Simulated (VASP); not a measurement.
# Li4HfGe2 (P1) in VASP: single point with PBE

Aim: the single point of Li4HfGe2 with PBE.

Program: VASP 6.6.1. These are calculated values, not measurements. Logs are shortened: lines on timing, memory, paths and dates and some standing lists are left out, and cuts for length are marked.

**1. The crystal as given**

The typed cell holds 7 atoms: a = 4.913 Å, b = 4.875 Å, c = 6.809 Å, α = 69.80°, β = 110.21°, γ = 120.25°.

The cell was built by a generator and needn't be a form met in nature.

**2. Single point, PBE**

The input, INCAR:

```
PREC     = Accurate       # precision mode
ENCUT    = 520            # plane-wave cutoff, eV
EDIFF    = 1E-6           # SCF threshold, eV
ISMEAR   = -1             # smearing method
SIGMA    = 0.1            # smearing width, eV
LREAL    = False          # projectors in reciprocal space
LASPH    = True           # aspherical terms in the spheres
NELM     = 100            # most SCF steps
ALGO     = Fast           # electronic algorithm
ISIF     = 2              # what is computed and relaxed
LWAVE    = False          # write WAVECAR
LCHARG   = False          # write CHGCAR
GGA      = PE             # functional
NBANDS   = 34             # bands
```

The input, KPOINTS:

```
Automatic mesh
0
Gamma
  4 5 3
  0.5 0 0.5
```

The input, POSCAR:

```
Li4HfGe2
1.0
    4.9131980000      0.0007970000      0.0406520000
   -2.4559090000      4.2105770000     -0.0385070000
   -2.4041830000      1.3763100000      6.2202960000
Li Ge Hf
4 2 1
Direct
    0.8414020000      0.2092700000      0.3964910000
    0.2300430000      0.7910630000      0.6392830000
    0.9237650000      0.0858030000      0.7702870000
    0.0608360000      0.9234820000      0.2101310000
    0.6284940000      0.3516240000      0.9015130000
    0.3442940000      0.6282350000      0.0933400000
    0.4773080000      0.4856360000      0.4813250000
```

Potentials or basis: VASP PAW PBE potentials, release 64 (Li_sv, Ge_d, Hf_pv).

On the command line:

```sh
$ cat potpaw_PBE.64/Li_sv/POTCAR potpaw_PBE.64/Ge_d/POTCAR potpaw_PBE.64/Hf_pv/POTCAR > POTCAR
$ mpirun -np 1 vasp_std > vasp.out
```

OUTCAR:

```text
PREC = Accurate
   ENCUT = 520
   EDIFF = 1E-6
   ISMEAR = -1
   LREAL = False
   LASPH = True
   NELM = 100
   ISIF = 2
   GGA = PE

 ion  position               nearest neighbor table
   1  0.841  0.209  0.396-   3 2.34   7 2.64   7 2.99   7 3.00
   2  0.230  0.791  0.639-   7 2.89   7 2.95   7 3.14
   3  0.924  0.086  0.770-   1 2.34
   4  0.061  0.923  0.210-   7 3.22
   5  0.628  0.352  0.902-   7 2.63
   6  0.344  0.628  0.093-   7 2.43
   7  0.477  0.486  0.481-   6 2.43   5 2.63   1 2.64   2 2.89   2 2.95   1 2.99   1 3.00   2 3.14
                             4 3.22

  LATTYP: Found a triclinic cell.
 ALAT       =     4.8746210600
 B/A-ratio  =     2.0055311650
 C/A-ratio  =     1.7156700343
 COS(alpha) =     0.0005693649
 COS(beta)  =     0.5680325669
 COS(gamma) =     0.7567653118

  Lattice vectors:

 A1 = (   2.4559090000,  -4.2105770000,   0.0385070000)
 A2 = (   2.5076350000,  -7.0448440000,   6.2973100000)
 A3 = (  -0.0531060000,  -5.5876840000,  -6.2224410000)

Analysis of symmetry for initial positions (statically):
=====================================================================
 Subroutine PRICEL returns:
 Original cell was already a primitive cell.

 Routine SETGRP: Setting up the symmetry group for a
 triclinic supercell.

 Subroutine GETGRP returns: Found  1 space group operations
 (whereof  1 operations were pure point group operations)
 out of a pool of  2 trial point group operations.

The static configuration has the point symmetry C_1 .

Analysis of symmetry for dynamics (positions and initial velocities):
=====================================================================
 Subroutine PRICEL returns:
 Original cell was already a primitive cell.

 Routine SETGRP: Setting up the symmetry group for a
 triclinic supercell.

 Subroutine GETGRP returns: Found  1 space group operations
 (whereof  1 operations were pure point group operations)
 out of a pool of  2 trial point group operations.

The dynamic configuration has the point symmetry C_1 .

 Subroutine INISYM returns: Found  1 space group operations
 (whereof  1 operations are pure point group operations),
 and found     1 'primitive' translations

[... 105 lines left out ...]
   LREAL  =      F    real-space projection
   EDIFFG = 0.1E-04   stopping-criterion for IOM
   NSW    =      0    number of steps for IOM
   IBRION =     -1    ionic relax: 0-MD 1-quasi-New 2-CG
   NFREE  =      0    steps in history (QN), initial steepest desc. (CG)
   ISIF   =      2    stress and relaxation
   ISYM   =      2    0-nonsym 1-usesym 2-fastsym
   POTIM  = 0.5000    time-step for ionic-motion
   TEBEG  =    0.0;   TEEND  =   0.0 temperature during run
   PSTRESS=    0.0 pullay stress
   NELECT =      50.0000    total number of electrons
   NUPDOWN=      -1.0000    fix difference up-down
   EMIN   =  10.00;   EMAX   =-10.00  energy-range for DOS
   EFERMI =   0.00;   METHOD = LEGACY
   ISMEAR =    -1;   SIGMA  =   0.10  broadening in eV -4-tet -1-fermi 0-gaus
   EFERMI_NEDOS =   21; number of points for ismear=-14 and -15
   IALGO  =     68    algorithm
   IMIX   =      4    mixing-type and parameters
     AMIX     =   0.40;   BMIX     =  1.00
     AMIX_MAG =   1.60;   BMIX_MAG =  1.00
  volume/ion in A,a.u.               =      18.46       124.58
  Fermi-wavevector in a.u.,A,eV,Ry     =   1.192922  2.254296 19.361949  1.423063
  Thomas-Fermi vector in A             =   2.328949
   LORBIT       =      0    0 simple, 1 ext, 2 COOP (PROOUT), +10 PAW based schemes
   GGA     = PE    functional components
   LHFCALC =     F    Hartree Fock is set to
   AEXX    =    0.0000 exact exchange contribution
   IVDW    =     0    specifies the selected vdW correction
   LEPSILON=     F    determine dielectric tensor
   LRPA    =     F    only Hartree local field effects (RPA)
 non-spin polarized calculation
 RMM-DIIS sequential band-by-band and
  energy-cutoff  :      520.00
  volume of cell :      129.23
 maximum number of plane-waves:      3497
 NGX is ok and might be reduce to    40
   NGX = 19   NGY = 19   NGZ = 25

 number of electron      50.0000004 magnetization

 Free energy of the ion-electron system (eV)
  ---------------------------------------------------
  ext. energy  EPLUGINS =         0.00000000
  ---------------------------------------------------
  free energy    TOTEN  =       -25.29180015 eV

  energy without entropy =      -25.11955086  energy(sigma->0) =      -25.20567550

 E-fermi :   3.1449     XC(G=0):  -9.2395

 val. band max:        3.1430033656   @ k =  -0.1250  -0.2000   0.1667
 cond. band min:       3.1468297039   @ k =  -0.1250   0.4000   0.5000
 fundamental gap:      0.0038263383
 Fermi energy:         3.1448762682

 k-point     1 :       0.1250   -0.0000    0.1667
  band No.  band energies     occupation
      1     -43.1055      2.00000
      2     -43.0201      2.00000
      3     -42.7076      2.00000
      4     -42.4770      2.00000
      5     -27.7707      2.00000
      6     -27.7624      2.00000
[... 877 lines left out ...]
     33       8.1347      0.00000
     34       8.4612      0.00000

 [... further k-points ...]

------------------------ aborting loop because EDIFF is reached ----------------------------------------

  FORCE on cell =-STRESS in cart. coord.  units (eV):
  Direction    XX          YY          ZZ          XY          YZ          ZX
  --------------------------------------------------------------------------------------
  -------------------------------------------------------------------------------------
  Total       -0.8860781     -1.5671528      7.3579513      0.2753687     -0.0773909     -0.0048952
  in kB      -10.9856138    -19.4295905     91.2240221      3.4140268     -0.9594937     -0.0606905
  external PRESSURE =      20.2696059 kB  Pullay stress =       0.0000000 kB

 VOLUME and BASIS-vectors are now :
 -----------------------------------------------------------------------------
  energy-cutoff  :      520.00
  volume of cell :      129.23
      direct lattice vectors                 reciprocal lattice vectors
     4.913198000  0.000797000  0.040652000     0.203082405  0.118929337  0.052178165
    -2.455909000  4.210577000 -0.038507000     0.000394589  0.237248616 -0.052341396
    -2.404183000  1.376310000  6.220296000    -0.001324778  0.000691449  0.160099028

 POSITION                                       TOTAL-FORCE (eV/Angst)
 -----------------------------------------------------------------------------------
      2.66679      1.42751      2.49244        -0.625736     -0.336508     -1.298174
     -2.34949      4.21087      3.95542        -0.208012     -0.161950      0.675989
      2.47601      1.42217      4.82566         0.045472     -0.061771      0.413509
     -2.47428      4.17765      1.27399         0.062562     -0.068540      0.056077
      0.05696      2.72180      5.61969        -0.048420     -0.042464      0.474525
     -0.07571      2.77397      0.57041        -0.164378      0.097339     -2.170321
     -0.00476      2.70764      2.99469         0.938513      0.573893      1.848396
 -----------------------------------------------------------------------------------
    total drift:                               -0.001081     -0.002074     -0.000277

  FREE ENERGIE OF THE ION-ELECTRON SYSTEM (eV)
  ---------------------------------------------------
  free  energy   TOTEN  =       -25.2918001496 eV

  energy  without entropy=      -25.1195508553  energy(sigma->0) =      -25.20567550
```

OSZICAR:

```text
N       E                     dE             d eps       ncg     rms          rms(c)
DAV:   1     0.416023349129E+03    0.41602E+03   -0.24184E+04  2348   0.261E+03
DAV:   2     0.511707971368E+02   -0.36485E+03   -0.35179E+03  2048   0.678E+02
DAV:   3    -0.143955424610E+02   -0.65566E+02   -0.64252E+02  2684   0.171E+02
[... 46 lines left out ...]
RMM:  50    -0.252917967495E+02   -0.11405E-05   -0.14009E-05  3051   0.288E-02    0.239E-03
RMM:  51    -0.252917977853E+02   -0.10358E-05   -0.12666E-05  3019   0.277E-02    0.283E-03
RMM:  52    -0.252917986753E+02   -0.88997E-06   -0.11282E-05  2944   0.266E-02    0.273E-03
RMM:  53    -0.252917994578E+02   -0.78248E-06   -0.10168E-05  2915   0.256E-02    0.269E-03
RMM:  54    -0.252918001496E+02   -0.69180E-06   -0.92185E-06  2878   0.247E-02
   1 F= -.25291800E+02 E0= -.25205676E+02  d E =-.172249E+00
```

Wall time 5.4 min (1 thread of Intel Xeon 6975P-C (Granite Rapids), shared host); peak memory 0.34 GiB.

What came out:

* Free energy: -25.2918 eV
* Largest force: 2.179 eV/Å
* Band gap on the k mesh: none (metal or under the smearing width)

Forces in eV/Å, atoms in the order of the input:
```
Li  -0.626 -0.337 -1.298
Li  -0.208 -0.162  0.676
Li   0.045 -0.062  0.414
Li   0.063 -0.069  0.056
Ge  -0.048 -0.042  0.475
Ge  -0.164  0.097 -2.170
Hf   0.939  0.574  1.848
```

Levels at points of the mesh, in eV from the Fermi level:
| k point | band 21 | band 22 | band 23 | band 24 | band 25 | band 26 | band 27 | band 28 | band 29 | band 30 |
| --- | --- | --- | --- | --- | --- | --- | --- | --- | --- | --- |
| (0.12, 0.00, 0.17) | -1.94 | -1.77 | -1.17 | -0.64 | -0.29 | -0.21 | 0.34 | 0.60 | 2.34 | 2.38 |

Caveat: the k mesh is coarse (spacing up to 0.38 Å⁻¹), so the values aren't converged; the cutoff is under 1.25 times the usual one of these potentials, so pressure, stress and relaxed cells hold a basis-set (Pulay) error; forces of over 1 eV/Å show positions far from the minimum, so gaps and moduli don't describe the material at rest. Spin-orbit coupling is left out, which matters for the levels of Hf.
